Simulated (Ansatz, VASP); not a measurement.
# Cross-check of SiCl3 between VASP and Ansatz

Wanted: the spread between two codes on one cell, functional and k mesh. The cell is generated by rule, not measured, and may not be a known phase. The cell is taken from a series of runs on this material, whose earlier steps may have relaxed, scaled, displaced or heated it; both programs get it as it stands.

Method: plane waves, with VASP 6.6.1 beside it; PBE, in Ansatz 0.2.0.

The structure was built from a prototype and need not be the compound's stable phase.

### Step 1. Set-up

Symmetry: Pm-3m, No. 221, cubic system. Conventional cell: a = 4.735 Å, b = 4.735 Å, c = 4.735 Å, α = 90.00°, β = 90.00°, γ = 90.00°. Nearest to Si lie 6 Cl at 2.37 Å. Cl has 2 Si at 2.37 Å nearest. Farther neighbours and most contacts between anions are not listed.

### Step 2. Ansatz: zone-centre phonons, PBE

Ansatz runs on norm-conserving files, of PseudoDojo where its log says so.

Second derivatives magnify differences that forces hide, and they need a tight electronic threshold.

Contents of input.yaml:

```yaml
crystal:
  lattice:
    - [4.7349396865, 0.0, 0.0]
    - [0.0, 4.7349396865, 0.0]
    - [0.0, 0.0, 4.7349396865]
  atoms:
    - { symbol: Si, position: [0.0, 0.0, 0.0] }
    - { symbol: Cl, position: [0.5, 0.0, 0.0] }
    - { symbol: Cl, position: [0.0, 0.0, 0.5] }
    - { symbol: Cl, position: [0.0, 0.5, 0.0] }
kpoints:
  mp_grid: { grid: [10, 10, 10] }
hamiltonian:
  xc: pbe
  pseudopotentials: { kind: nc }
scf:
  occupations: { method: methfessel_paxton, width: 0.2 }
output:
  eigenvalues: true
phonons:
  method: dfpt
  qmesh: [2, 2, 2]
  temperatures: { t_max: 1000, t_step: 50 }
  qpath:
    path:
      - [[0.0, 0.0, 0.0], [0.0, 0.5, 0.0], [0.5, 0.5, 0.0], [0.0, 0.0, 0.0], [0.5, 0.5, 0.5], [0.0, 0.5, 0.0]]
      - [[0.5, 0.5, 0.5], [0.5, 0.5, 0.0]]
    npoints: 10
```

Started as:

```
ansatz run input.yaml --threads 4 --pin off --max-ram 14336MiB --backend cpu --events-out ev --progress --plain --runs-dir out
```

Numbers of over 12 decimals in the logs are rounded to 6 here.

Output:

```text
Engine: ansatz 0.2.0, aarch64-unknown-linux-gnu
Pseudopotentials: kind: nc
Pseudopotential: Si, nc, valence charge 4, recommended cutoff 489.804952 eV (normal), Si.nc.azcp
Pseudopotential: Cl, nc, valence charge 7, recommended cutoff 789.130201 eV (normal), Cl.nc.azcp (PseudoDojo's, or run here from an input of PseudoDojo's: the run reads no file of this project's for it)
Functional definition: PBE
  parameter kappa = 0.804
  parameter beta = 0.066725
  exchange = pbe_x(kappa = kappa, mu = beta*pi^2/3)
  correlation = pbe_c(beta = beta)
Crystal: 4 atoms, lattice volume = 106.156 Å³
Basis set: ecut = 789.130201 eV, 5377 PW (Γ), exchange–correlation on 90×90×90 points (8 copies of the dense FFT grid, shifted against one another)
Bands: 17, of which v1, the nominal top of the filled ones, is band 13 counted from 1 (12 counted from 0)
Symmetry: 48 space group operations
k-points: 56 of 1000
Non-local potential: Si, projectors of the file, l = 0: 2, l = 1: 2, l = 2: 2
Non-local potential: Cl, projectors of the file, l = 0: 2, l = 1: 2, l = 2: 2
Initial density: superposition of atomic densities (chi_scale 0.1, normalization cell, long waves kept (reshape's long-wave potential 0.02 eV rms))
Initial wavefunctions: pseudopotential atomic-orbital guess
Functional: x = pbe(κ = 0.804, μ = 0.219515), c = pbe(β = 0.066725)
SCF iter   1: F=—  HF=-1456.343293 eV  |F-HF|=—  |Δ(HF+E_count)|=         —  Δρ=2.07e-2  dr2=4.44e-1  ethr=3.10e-3  ⟨swp⟩=8.9  Hψ=6651  notcnv=0
preconditioner: auto → Resta (q_TF=auto, 2.144 Å⁻¹)  ε∞=3.4  [insulator: Δε(μ)=0.179 eV  Ē_g=11.630 eV  σ=0.200 eV  W_gap=0.52  n_scr=18 (ndim 8)  ℏωp=18.0 eV  f_vac=0.143  D(μ)=0.53/eV (n_scr^D=0)  ε∞_Penn≈3.4]
SCF iter   2: F=—  HF=-1456.248477 eV  |F-HF|=—  |Δ(HF+E_count)|=   9.48e-2  S|Δr|=    0.00e0  Δρ=1.01e-2  dr2=6.69e-2  ethr=1.77e-3  ⟨swp⟩=2.8  Hψ=1855  notcnv=0
preconditioner: auto → none  [metal: Δε(μ)=0.064 eV  Ē_g=11.456 eV  σ=0.200 eV  W_gap=0.27  n_scr=18 (ndim 8)  ℏωp=18.0 eV  f_vac=0.152  D(μ)=0.55/eV (n_scr^D=0)]
SCF iter   3: F=—  HF=-1456.247313 eV  |F-HF|=—  |Δ(HF+E_count)|=   1.16e-3  S|Δr|=    0.00e0  Δρ=2.00e-3  dr2=3.42e-3  ethr=2.67e-4  ⟨swp⟩=2.5  Hψ=1586  notcnv=0
SCF iter   4: F=—  HF=-1456.247741 eV  |F-HF|=—  |Δ(HF+E_count)|=   4.27e-4  S|Δr|=    0.00e0  Δρ=2.54e-4  dr2=4.06e-5  ethr=1.37e-5  ⟨swp⟩=2.1  Hψ=1541  notcnv=0
SCF iter   5: F=—  HF=-1456.247792 eV  |F-HF|=—  |Δ(HF+E_count)|=   5.14e-5  S|Δr|=    0.00e0  Δρ=6.77e-5  dr2=2.50e-6  ethr=1.62e-7  ⟨swp⟩=2.4  Hψ=1642  notcnv=0
SCF iter   6: F=—  HF=-1456.247772 eV  |F-HF|=—  |Δ(HF+E_count)|=   2.05e-5  S|Δr|=    0.00e0  Δρ=3.06e-6  dr2=7.80e-9  ethr=9.99e-9  ⟨swp⟩=2.2  Hψ=1529  notcnv=0  defer=10
SCF iter   7: F=—  HF=-1456.247772 eV  |F-HF|=—  |Δ(HF+E_count)|=   7.40e-9  S|Δr|=    0.00e0  Δρ=8.32e-7  dr2=7.69e-10  ethr=3.12e-11  ⟨swp⟩=2.6  Hψ=1692  notcnv=0  defer=11
SCF iter   8: F=—  HF=-1456.247772 eV  |F-HF|=—  |Δ(HF+E_count)|=  7.28e-11  S|Δr|=    0.00e0  Δρ=8.68e-8  dr2=1.14e-11  ethr=3.08e-12  ⟨swp⟩=2.4  Hψ=1640  notcnv=0  defer=11
SCF iter   9: F=-1456.247772 eV  HF=-1456.247772 eV  |F-HF|=2.27e-13  |Δ(HF+E_count)|=  4.55e-13  S|Δr|=    0.00e0  Δρ=1.73e-8  dr2=4.22e-13  ethr=1.00e-12  ⟨swp⟩=10.4  Hψ=6122  notcnv=0
SCF 1 converged in 9 iterations: F = -1456.247772 eV  dr2 = 4.22e-13
phonons: the bands overlap, so this run is a metal and interpolates without the dipole-dipole term. If the crystal is really an insulator or semiconductor, its LO-TO splitting is missing
NSCF: frozen V_eff on 56 k-points
WARN: eigensolver did not converge in 4 slots of this pass, the one above among them; of largest residual over every band (k=25): 1 band(s) unlocked (lowest unlocked band 16, counted from 0; max residual 5.93e-2 eV among the unlocked bands, 5.93e-2 eV over every band); of lowest unlocked band (k=5): band 16
NSCF: frozen V_eff on 216 k-points
DFPT response loops at q = (0, 0, 0) (fractional): preconditioner auto → none (partly filled bands, converged f_vac=0.166); β = 0.50; Broyden in place of MSR1
NSCF: frozen V_eff on 432 k-points
DFPT response loops at q = (0, 0, -0.5) (fractional): mixed as the last ones told, above
NSCF: frozen V_eff on 432 k-points
DFPT response loops at q = (0, -0.5, -0.5) (fractional): mixed as the last ones told, above
NSCF: frozen V_eff on 432 k-points
DFPT response loops at q = (-0.5, -0.5, -0.5) (fractional): mixed as the last ones told, above
SCF converged after 9 iterations
Stability not checked: this state was not tested for a lower state beside it, because cold or Methfessel-Paxton smearing, or corrected tetrahedra, fill the levels in a way that the test cannot read (fill_not_monotonic; see scf.lower_state_search)
Free energy (F): -1456.247772 eV
Harris-Foulkes:  -1456.247772 eV  (|F-HF|=2.27e-13)
Internal energy: -1456.251098 eV  (E = F + TS)
E sigma→0 (E₀):  -1456.248603 eV
Entropy (-TS):   0.003326 eV (0.832 meV/atom)
Fermi energy:    2.208242 eV
--- Per-component energies (eV) ---
  E_band       = -104.240890
  E_kinetic    = 495.764640
  E_local      = -1078.907841  (includes V_loc(G=0)·N_el)
  E_nonlocal   = 201.003228
  E_hartree    = 321.116497
  E_xc         = -407.071758
  E_vxc        = -364.333912  (∫ρ·V_xc dr)
  E_ewald      = -988.155865
  E_smearing   = 0.003326  (= −TS)
  E_closure    = -0.000000  (closes the sum)
  Σ components = -1456.247772   (vs F -1456.247772, Δ=0.00e0)
--- Band table (eV; the first three rows and the last of 56) ---
  k-point 0: bands = [... 9 lower, 0.1529, 0.2364, 0.2364, 0.2364, 7.6351, 8.3154, 8.3154, 8.3154]
  k-point 1: bands = [... 9 lower, 0.1330, 0.2171, 0.2171, 0.2708, 7.7575, 8.3358, 8.4505, 8.4505]
  k-point 2: bands = [... 9 lower, 0.0815, 0.2083, 0.2083, 0.4568, 8.0896, 8.3908, 8.6582, 8.8154]
  k-point 55: bands = [... 9 lower, 1.0673, 1.0673, 1.0673, 4.1168, 4.1168, 4.1168, 6.3148, 8.3704]
--- Phonons (Γ-DFPT): 3 representative perturbations + reference (Σ response iterations 7) ---
  ASR residual: 4.292e-5 → 0.000e0 eV/Å²; symmetrization residual: 1.095e-6 eV/Å²
  ASR residual per site (eV/Å²): 4.29e-5 2.37e-5 2.37e-5 2.37e-5
  Γ frequencies (cm⁻¹): -258.25 -258.25 -258.25 0.00 0.00 0.00 89.29 89.29 89.29 188.42 188.42 188.42
--- Phonons (arbitrary-q DFPT): 4 irreducible q on the 2×2×2 mesh ---
  q = [0.0000, 0.0000, 0.0000] (star 1, of the zone-centre solve; hermiticity 4.31e-7, symmetrization 1.07e-14): -258.25 -258.25 -258.25 -0.00 0.00 0.00 89.29 89.29 89.29 188.42 188.42 188.42
  q = [0.0000, 0.0000, -0.5000] (star 3, 7 solved perturbations in 1332 linear systems a pass and spin channel, the states on 216 of 1000 k-point pairs; hermiticity 3.23e-7, symmetrization 4.34e-14, the responses' own estimated error 7.6e-5 eV/Å²): -252.59 -252.59 63.09 63.69 63.69 101.89 101.89 111.54 127.77 176.81 176.81 300.35
  q = [0.0000, -0.5000, -0.5000] (star 3, 7 solved perturbations in 1332 linear systems a pass and spin channel, the states on 216 of 1000 k-point pairs; hermiticity 1.62e-7, symmetrization 3.53e-14, the responses' own estimated error 7.7e-5 eV/Å²): -247.34 -48.08 43.00 96.87 96.87 100.74 100.74 137.36 141.68 162.34 318.69 318.69
  q = [-0.5000, -0.5000, -0.5000] (star 1, 3 solved perturbations in 468 linear systems a pass and spin channel, the states on 216 of 1000 k-point pairs; hermiticity 2.18e-13, symmetrization 1.05e-13, the responses' own estimated error 7.3e-5 eV/Å²): -241.28 -49.66 -49.66 -49.66 123.23 123.23 130.72 130.72 130.72 327.34 327.34 327.34
  sum rule: each row above includes the acoustic sum rule's correction from the zone centre's row sums; it moved no ω² by more than (0.64 cm⁻¹)²
  mesh force constants: q→R imaginary residual 8.37e-47; ASR residual 4.292e-5 → 0.000e0 eV/Å²; symmetrization residual 7.994e-15 eV/Å²
  interpolated dispersion: 62 rows × 12 modes
  density of states and harmonic sums: on the 14×14×14 q-mesh, interpolated from the force constants of a 2×2×2 supercell (no non-analytic term)
  largest difference from the sums on the solved wave vectors: F 4.73e-2 eV, S 4.92e-5 and C_V 1.10e-5 eV/K
  zero-point energy: 0.080869 eV/cell   skipped modes (ω ≤ 0): 336, of them read as no rigid motion or as one in doubt: 333 (2.722e0 modes/cell left out, lowest -258.25 cm⁻¹)   left out of the sums: 2.27e-1 of the cell's modes: C_V's classical limit lies that fraction below 3 k_B per atom; for a crystal, a wire or a layer, F and S can be off by more, and a phonons.interpolated_qmesh denser along its periods is the remedy for the sampling
```

The column dr2 measures how far the density is from self-consistency, as an energy; F and HF (Harris–Foulkes) agree once it is small.

(Part 1 of 2 ends here.)

[Lines on the potential files, build, host, timing and source positions are cut from VASP's logs without a mark.]

[Logs are printed without paths, hosts, clocks, repeated set-up lines and the standing remarks that a program may print on its own settings, such as how far it seeks lower states.]

[Hosts, paths, dates, database ids (printed as entryN), source tags and the programs' standing remarks are cut or masked in the printed files.]
